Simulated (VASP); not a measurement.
Output of a VASP run:

### OSZICAR
```
       N       E                     dE             d eps       ncg     rms          rms(c)
DAV:   1     0.111297834068E+03    0.11130E+03   -0.83618E+03   520   0.121E+03
DAV:   2     0.144785759961E+01   -0.10985E+03   -0.10466E+03   575   0.268E+02
DAV:   3    -0.296181671238E+01   -0.44097E+01   -0.43917E+01   615   0.565E+01
DAV:   4    -0.300512702892E+01   -0.43310E-01   -0.43303E-01   719   0.516E+00
DAV:   5    -0.300533218050E+01   -0.20515E-03   -0.20515E-03   643   0.302E-01    0.809E+00
DAV:   6    -0.282068785143E+01    0.18464E+00   -0.45017E-01   590   0.984E+00    0.624E+00
DAV:   7    -0.281662693828E+01    0.40609E-02   -0.11852E-01   603   0.273E+00    0.215E+00
DAV:   8    -0.281702607923E+01   -0.39914E-03   -0.13505E-02   545   0.157E+00    0.599E-01
DAV:   9    -0.281746131571E+01   -0.43524E-03   -0.10936E-03   620   0.394E-01    0.164E-01
DAV:  10    -0.281758475367E+01   -0.12344E-03   -0.16490E-04   550   0.117E-01    0.540E-02
DAV:  11    -0.281764911691E+01   -0.64363E-04   -0.15995E-04   570   0.100E-01    0.528E-02
DAV:  12    -0.281764586757E+01    0.32493E-05   -0.68875E-06   590   0.313E-02    0.295E-02
DAV:  13    -0.281764583771E+01    0.29857E-07   -0.44565E-06   580   0.140E-02
   1 F= -.28176458E+01 E0= -.28175334E+01  d E =-.281765E+01
       N       E                     dE             d eps       ncg     rms          rms(c)
DAV:   1    -0.676914847695E+01   -0.39515E+01   -0.87531E+01   535   0.118E+02    0.255E+01
DAV:   2    -0.354693779068E+01    0.32222E+01   -0.76583E+00   520   0.424E+01    0.829E+00
DAV:   3    -0.310615991314E+01    0.44078E+00   -0.81026E-01   560   0.935E+00    0.800E+00
DAV:   4    -0.296472059993E+01    0.14144E+00   -0.22276E-01   530   0.353E+00    0.237E+00
DAV:   5    -0.295975749451E+01    0.49631E-02   -0.13447E-02   563   0.989E-01    0.108E+00
DAV:   6    -0.296002437308E+01   -0.26688E-03   -0.14072E-03   568   0.304E-01    0.704E-01
DAV:   7    -0.296042868158E+01   -0.40431E-03   -0.20355E-03   555   0.429E-01    0.316E-02
DAV:   8    -0.296056212402E+01   -0.13344E-03   -0.24251E-04   620   0.166E-01    0.634E-02
DAV:   9    -0.296061525530E+01   -0.53131E-04   -0.93769E-05   540   0.630E-02    0.141E-02
DAV:  10    -0.296061824247E+01   -0.29872E-05   -0.34556E-06   610   0.141E-02    0.497E-03
DAV:  11    -0.296061959211E+01   -0.13496E-05   -0.15401E-06   501   0.981E-03    0.406E-03
DAV:  12    -0.296061948104E+01    0.11107E-06   -0.27105E-08   360   0.150E-03
   2 F= -.29606195E+01 E0= -.29605070E+01  d E =-.142974E+00
       N       E                     dE             d eps       ncg     rms          rms(c)
DAV:   1    -0.309118399125E+01   -0.13056E+00   -0.26394E+00   540   0.190E+01    0.252E+00
DAV:   2    -0.297847148232E+01    0.11271E+00   -0.30398E-01   535   0.791E+00    0.767E-01
DAV:   3    -0.296692521868E+01    0.11546E-01   -0.34722E-02   525   0.171E+00    0.756E-01
DAV:   4    -0.296546668290E+01    0.14585E-02   -0.37602E-03   570   0.485E-01    0.118E-01
DAV:   5    -0.296537417015E+01    0.92513E-04   -0.64913E-04   530   0.308E-01    0.118E-01
DAV:   6    -0.296541313023E+01   -0.38960E-04   -0.14792E-04   580   0.131E-01    0.499E-02
DAV:   7    -0.296540845036E+01    0.46799E-05   -0.15690E-05   555   0.482E-02    0.956E-03
DAV:   8    -0.296541245711E+01   -0.40067E-05   -0.73259E-06   570   0.202E-02    0.403E-03
DAV:   9    -0.296541281018E+01   -0.35306E-06   -0.29528E-07   435   0.538E-03
   3 F= -.29654128E+01 E0= -.29653004E+01  d E =-.147767E+00
```

OUTCAR:
```
------------------------ aborting loop because EDIFF is reached ----------------------------------------
  FORCE on cell =-STRESS in cart. coord.  units (eV):
  Direction    XX          YY          ZZ          XY          YZ          ZX
  --------------------------------------------------------------------------------------
  Total        0.0151597      0.0151597      0.0151597     -0.0000000     -0.0000000      0.0000000
  in kB        0.3146874      0.3146874      0.3146874     -0.0000000     -0.0000000      0.0000000
  external PRESSURE =       0.3146874 kB  Pullay stress =       0.0000000 kB
  volume of cell :       77.18
      direct lattice vectors                 reciprocal lattice vectors
     0.000000000  3.379328580  3.379328580    -0.147958385  0.147958385  0.147958385
     3.379328580 -0.000000000  3.379328580     0.147958385 -0.147958385  0.147958385
     3.379328580  3.379328580 -0.000000000     0.147958385  0.147958385 -0.147958385
 POSITION                                       TOTAL-FORCE (eV/Angst)
 -----------------------------------------------------------------------------------
      0.00000      0.00000      0.00000        -0.000000     -0.000000     -0.000000
      1.68966      1.68966      1.68966         0.000000      0.000000      0.000000
 -----------------------------------------------------------------------------------
    total drift:                               -0.000000     -0.000000     -0.000000
  FREE ENERGIE OF THE ION-ELECTRON SYSTEM (eV)
  ---------------------------------------------------
  free  energy   TOTEN  =        -2.9654128102 eV

  energy  without entropy=       -2.9651879335  energy(sigma->0) =       -2.96530037

 reached required accuracy - stopping structural energy minimisation
```
(Selected blocks of OUTCAR.)

### POSCAR
```
HgTe
1
    0.0000000000     3.2300000000     3.2300000000
    3.2300000000     0.0000000000     3.2300000000
    3.2300000000     3.2300000000     0.0000000000
Hg Te
1 1
Direct
  0.0000000000   0.0000000000   0.0000000000
  0.2500000000   0.2500000000   0.2500000000
```

Problem. Reconstruct the remaining input files.

Solution. This is not unique; one that fits is the input of the run itself, RPBE GGA, plane waves, VASP's PBE PAW potentials (set 64).

INCAR:
```
SYSTEM  =  HgTe
PREC  =  Accurate; ENCUT  =  520; LREAL  =  .FALSE.
LASPH  =  .TRUE.
EDIFF  =  1E-6; NELM  =  100; ALGO  =  Normal
LMAXMIX  =  6
ISMEAR  =  0; SIGMA  =  0.05
GGA  =  RP
IBRION  =  2; NSW  =  60; ISIF  =  3
EDIFFG  =  -0.01
LWAVE  =  .FALSE.; LCHARG  =  .FALSE.
```

File KPOINTS:
```
Automatic
0
gamma
7 7 7
0 0 0
```

POTCAR, in this order: Hg Te (PBE.64 set). Program: vasp_std.

Energy and stress use the plane-wave basis of the starting cell.

The compound is HgTe in the zinc blende structure. This run relaxes it. Symmetry was kept, so distortions that lower it aren't found.
